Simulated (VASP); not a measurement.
Here is the system:

```
CELL_PARAMETERS angstrom
      3.87459     0.00000     0.00000
     -1.93729     3.35549     0.00000
      0.00000     0.00000     4.80553
ATOMIC_POSITIONS crystal
  Ca 0.00000 0.00000 0.00000
  Si 0.66667 0.33333 0.58622
  Si 0.33333 0.66667 0.41378
```

Computed with PBEsol GGA, VASP's PBE PAW potentials (set 64) (plane waves; VASP). Numerical set-up: 400 eV cut-off, Gaussian smearing of 0.050 eV, potentials Ca_sv Si.

### Question
Give the energies of bands 6 to 12 at the high-symmetry points, in eV from the Fermi level.

### Answer

| band | Γ | M | K | A | L | H |
|---|---|---|---|---|---|---|
| 6 | -4.05 | -8.01 | -8.37 | -6.12 | -7.62 | -8.36 |
| 7 | -2.02 | -3.10 | -5.48 | -1.37 | -3.37 | -4.98 |
| 8 | -1.72 | -3.01 | -2.03 | -1.37 | -3.23 | -2.65 |
| 9 | -1.72 | -0.67 | -2.03 | 0.71 | -2.69 | -2.65 |
| 10 | 1.13 | -0.62 | 1.62 | 0.71 | 0.27 | 0.69 |
| 11 | 1.97 | 1.39 | 1.62 | 1.39 | 2.15 | 3.15 |
| 12 | 1.97 | 1.91 | 2.93 | 2.01 | 3.01 | 3.15 |

It has no gap at this level: it comes out as a metal or semimetal.

The structure comes from a computed database's CaSi2 entry (P-3m1); how it stands against other phases isn't given here. It was relaxed first.
